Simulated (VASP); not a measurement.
OSZICAR of a VASP run on V3Os (space group Pm-3m):

OSZICAR:
```
...
DAV:   8    -0.329289940578E+02   -0.76560E-01   -0.15120E-01  1718   0.208E+00    0.348E+00
DAV:   9    -0.328592145659E+02    0.69779E-01   -0.38724E-01  1688   0.228E+00    0.900E-01
DAV:  10    -0.328728976481E+02   -0.13683E-01   -0.10392E-01  1785   0.113E+00    0.158E+00
DAV:  11    -0.328555991840E+02    0.17298E-01   -0.21510E-02  1739   0.645E-01    0.160E+00
DAV:  12    -0.328541340888E+02    0.14651E-02   -0.63372E-03  1610   0.327E-01    0.112E+00
DAV:  13    -0.328475014537E+02    0.66326E-02   -0.19468E-02  1745   0.506E-01    0.272E-01
DAV:  14    -0.328474014726E+02    0.99981E-04   -0.18389E-03  1696   0.186E-01    0.608E-02
DAV:  15    -0.328473883367E+02    0.13136E-04   -0.14625E-04  1629   0.493E-02    0.297E-02
DAV:  16    -0.328474135623E+02   -0.25226E-04   -0.11006E-04  1617   0.390E-02    0.528E-02
DAV:  17    -0.328473917733E+02    0.21789E-04   -0.42412E-05  1576   0.232E-02    0.154E-02
DAV:  18    -0.328473898250E+02    0.19483E-05   -0.10410E-05  1595   0.103E-02    0.264E-03
DAV:  19    -0.328473897707E+02    0.54304E-07   -0.21678E-07   767   0.246E-03
   2 F= -.32847390E+02 E0= -.32815511E+02  d E =0.433519E+01  mag=    -0.0002
       N       E                     dE             d eps       ncg     rms          rms(c)
DAV:   1    -0.943073427878E+02   -0.61460E+02   -0.12436E+03  1240   0.313E+02    0.758E+01
DAV:   2    -0.479767748224E+02    0.46331E+02   -0.25065E+02  1382   0.140E+02    0.280E+01
DAV:   3    -0.441914492922E+02    0.37853E+01   -0.76204E+01  1731   0.478E+01    0.208E+01
DAV:   4    -0.381499481316E+02    0.60415E+01   -0.29182E+01  1640   0.337E+01    0.108E+01
DAV:   5    -0.380098994888E+02    0.14005E+00   -0.66355E-01  1612   0.606E+00    0.316E+00
DAV:   6    -0.379885390014E+02    0.21360E-01   -0.16751E-01  1409   0.256E+00    0.511E-01
DAV:   7    -0.379862461844E+02    0.22928E-02   -0.16541E-02  1404   0.105E+00    0.221E-01
DAV:   8    -0.379865376998E+02   -0.29152E-03   -0.35257E-03  1761   0.386E-01    0.176E-01
DAV:   9    -0.379862425629E+02    0.29514E-03   -0.14183E-03  1802   0.210E-01    0.414E-02
DAV:  10    -0.379862320490E+02    0.10514E-04   -0.28498E-04  1726   0.908E-02    0.413E-02
DAV:  11    -0.379862127901E+02    0.19259E-04   -0.62290E-05  1577   0.427E-02    0.989E-03
DAV:  12    -0.379862126797E+02    0.11044E-06   -0.26547E-06  1208   0.956E-03
   3 F= -.37986213E+02 E0= -.37967836E+02  d E =-.803636E+00  mag=    -0.0000
       N       E                     dE             d eps       ncg     rms          rms(c)
DAV:   1    -0.384144260628E+02   -0.42821E+00   -0.83334E+00  1344   0.286E+01    0.661E+00
DAV:   2    -0.383881572560E+02    0.26269E-01   -0.46012E+00  1701   0.158E+01    0.540E+00
DAV:   3    -0.380450955475E+02    0.34306E+00   -0.23010E+00  1720   0.828E+00    0.175E+00
DAV:   4    -0.380162756545E+02    0.28820E-01   -0.16766E-01  1640   0.253E+00    0.555E-01
DAV:   5    -0.380155641105E+02    0.71154E-03   -0.53729E-03  1442   0.436E-01    0.110E-01
DAV:   6    -0.380155833890E+02   -0.19279E-04   -0.22471E-04  1532   0.106E-01    0.390E-02
DAV:   7    -0.380155776368E+02    0.57522E-05   -0.89570E-06  1434   0.227E-02    0.615E-03
DAV:   8    -0.380155767281E+02    0.90865E-06   -0.77402E-07   741   0.801E-03
   4 F= -.38015577E+02 E0= -.37998576E+02  d E =-.833000E+00  mag=    -0.0000
       N       E                     dE             d eps       ncg     rms          rms(c)
DAV:   1    -0.380204412751E+02   -0.48636E-02   -0.10294E-01  1330   0.322E+00    0.726E-01
DAV:   2    -0.380203843261E+02    0.56949E-04   -0.55262E-02  1708   0.175E+00    0.576E-01
DAV:   3    -0.380159538364E+02    0.44305E-02   -0.25491E-02  1814   0.893E-01    0.168E-01
DAV:   4    -0.380156774660E+02    0.27637E-03   -0.15589E-03  1617   0.267E-01    0.637E-02
DAV:   5    -0.380156734148E+02    0.40512E-05   -0.85031E-05  1416   0.598E-02    0.107E-02
DAV:   6    -0.380156711185E+02    0.22963E-05   -0.88488E-06  1506   0.172E-02    0.438E-03
DAV:   7    -0.380156703226E+02    0.79591E-06   -0.45029E-07   795   0.422E-03
   5 F= -.38015670E+02 E0= -.37998801E+02  d E =-.833093E+00  mag=    -0.0000
       N       E                     dE             d eps       ncg     rms          rms(c)
DAV:   1    -0.380156719946E+02   -0.87609E-06   -0.51714E-06  1261   0.230E-02    0.515E-03
DAV:   2    -0.380156718850E+02    0.10957E-06   -0.19262E-06   871   0.111E-02
   6 F= -.38015672E+02 E0= -.37998798E+02  d E =-.156242E-05  mag=    -0.0000
       N       E                     dE             d eps       ncg     rms          rms(c)
DAV:   1    -0.380156790237E+02   -0.70291E-05   -0.52862E-05  1330   0.737E-02    0.164E-02
DAV:   2    -0.380156792674E+02   -0.24378E-06   -0.31721E-05  1715   0.415E-02    0.143E-02
DAV:   3    -0.380156765588E+02    0.27086E-05   -0.14660E-05  1639   0.215E-02    0.372E-03
DAV:   4    -0.380156763465E+02    0.21226E-06   -0.58879E-07   690   0.578E-03
   7 F= -.38015676E+02 E0= -.37998805E+02  d E =-.602396E-05  mag=    -0.0000
       N       E                     dE             d eps       ncg     rms          rms(c)
DAV:   1    -0.380156762956E+02    0.26319E-06   -0.26723E-07   620   0.219E-03    0.881E-04
DAV:   2    -0.380156763489E+02   -0.53294E-07   -0.16985E-07   620   0.274E-03
   8 F= -.38015676E+02 E0= -.37998807E+02  d E =-.236196E-08  mag=    -0.0000
       N       E                     dE             d eps       ncg     rms          rms(c)
DAV:   1    -0.380156763731E+02   -0.77449E-07   -0.47944E-08   620   0.171E-03    0.328E-04
DAV:   2    -0.380156763800E+02   -0.69385E-08   -0.18971E-08   620   0.567E-04
   9 F= -.38015676E+02 E0= -.37998804E+02  d E =-.334558E-07  mag=    -0.0000
       N       E                     dE             d eps       ncg     rms          rms(c)
DAV:   1    -0.380156764899E+02   -0.11683E-06   -0.38700E-08   620   0.205E-03    0.410E-04
DAV:   2    -0.380156764959E+02   -0.60054E-08   -0.46989E-09   620   0.659E-04
  10 F= -.38015676E+02 E0= -.37998804E+02  d E =-.149351E-06  mag=    -0.0000
       N       E                     dE             d eps       ncg     rms          rms(c)
DAV:   1    -0.380156767165E+02   -0.22659E-06   -0.10528E-07   620   0.343E-03    0.798E-04
DAV:   2    -0.380156767136E+02    0.28522E-08   -0.48704E-08   620   0.198E-03
  11 F= -.38015677E+02 E0= -.37998804E+02  d E =-.367087E-06  mag=    -0.0000
       N       E                     dE             d eps       ncg     rms          rms(c)
DAV:   1    -0.380156771517E+02   -0.43521E-06   -0.46417E-07   620   0.730E-03    0.148E-03
DAV:   2    -0.380156771388E+02    0.12928E-07   -0.14728E-07   620   0.355E-03
  12 F= -.38015677E+02 E0= -.37998803E+02  d E =-.792218E-06  mag=    -0.0000
       N       E                     dE             d eps       ncg     rms          rms(c)
DAV:   1    -0.380156780446E+02   -0.89288E-06   -0.17872E-06   620   0.143E-02    0.299E-03
DAV:   2    -0.380156780054E+02    0.39151E-07   -0.62813E-07   620   0.727E-03
  13 F= -.38015678E+02 E0= -.37998802E+02  d E =-.165887E-05  mag=    -0.0000
       N       E                     dE             d eps       ncg     rms          rms(c)
DAV:   1    -0.380156799576E+02   -0.19131E-05   -0.76203E-06  1284   0.287E-02    0.609E-03
DAV:   2    -0.380156798916E+02    0.66013E-07   -0.42127E-06  1285   0.155E-02
  14 F= -.38015680E+02 E0= -.37998798E+02  d E =-.354508E-05  mag=    -0.0000
       N       E                     dE             d eps       ncg     rms          rms(c)
DAV:   1    -0.380156841768E+02   -0.42191E-05   -0.33190E-05  1390   0.577E-02    0.122E-02
DAV:   2    -0.380156843105E+02   -0.13367E-06   -0.18904E-05  1685   0.319E-02    0.111E-02
DAV:   3    -0.380156826932E+02    0.16173E-05   -0.85020E-06  1632   0.164E-02    0.283E-03
DAV:   4    -0.380156825534E+02    0.13981E-06   -0.32980E-07   648   0.429E-03
  15 F= -.38015683E+02 E0= -.37998807E+02  d E =-.620683E-05  mag=    -0.0000
       N       E                     dE             d eps       ncg     rms          rms(c)
DAV:   1    -0.380156930404E+02   -0.10347E-04   -0.10528E-04  1330   0.103E-01    0.231E-02
DAV:   2    -0.380156922458E+02    0.79459E-06   -0.50280E-05  1680   0.532E-02    0.169E-02
DAV:   3    -0.380156886078E+02    0.36379E-05   -0.23425E-05  1632   0.270E-02    0.583E-03
DAV:   4    -0.380156881303E+02    0.47757E-06   -0.14486E-06   710   0.894E-03
  16 F= -.38015688E+02 E0= -.37998808E+02  d E =-.117837E-04  mag=    -0.0000
       N       E                     dE             d eps       ncg     rms          rms(c)
DAV:   1    -0.380157168857E+02   -0.28278E-04   -0.42177E-04  1330   0.207E-01    0.461E-02
DAV:   2    -0.380157145436E+02    0.23421E-05   -0.20651E-04  1680   0.108E-01    0.346E-02
DAV:   3    -0.380156989862E+02    0.15557E-04   -0.95956E-05  1800   0.547E-02    0.115E-02
DAV:   4    -0.380156974312E+02    0.15551E-05   -0.67053E-06  1362   0.178E-02    0.429E-03
DAV:   5    -0.380156972619E+02    0.16927E-06   -0.44061E-07   676   0.443E-03
  17 F= -.38015697E+02 E0= -.37998807E+02  d E =-.209154E-04  mag=    -0.0000
       N       E                     dE             d eps       ncg     rms          rms(c)
DAV:   1    -0.380157865865E+02   -0.89155E-04   -0.16781E-03  1330   0.411E-01    0.924E-02
DAV:   2    -0.380157850720E+02    0.15145E-05   -0.89146E-04  1708   0.222E-01    0.737E-02
DAV:   3    -0.380157135009E+02    0.71571E-04   -0.41322E-04  1814   0.114E-01    0.218E-02
DAV:   4    -0.380157082461E+02    0.52548E-05   -0.25414E-05  1486   0.347E-02    0.841E-03
DAV:   5    -0.380157078700E+02    0.37601E-06   -0.19035E-06   910   0.851E-03
  18 F= -.38015708E+02 E0= -.37998799E+02  d E =-.315235E-04  mag=    -0.0000
```

Problem. Which electronic solver shows in the log?

Solution. It is blocked Davidson (ALGO = Normal, or the opening steps of other solvers). The INCAR had ALGO = Normal.

Problem. How was spin treated?

Solution. Collinear spin (ISPIN = 2): the summary line carries one mag value, 0.00 μB in the cell.

Problem. Can the final energy be trusted as converged?

Solution. The run converged. It stopped with EDIFF = 1E-6, NELM = 100, NSW = 50 and EDIFFG = -0.01 after 18 ionic steps (PBE GGA, plane waves, VASP's PBE PAW potentials (set 64)). At this cut-off the stress carries a Pulay error, which pulls relaxed volumes low. Energy and stress use the plane-wave basis of the starting cell.

The structure was generated: V3Os was put into an ordered model structure, which need not be its known phase. This run relaxes it. Symmetry was kept, so distortions that lower it aren't found. The k-mesh is coarse (spacing up to 0.33 per Å, 2π included), so the numbers may not be converged in it. The run is one of a series of settings (EDIFFG = -0.01, IBRION = 2, ISIF = 3, NSW = 50 against the base run), some of them coarse on purpose.
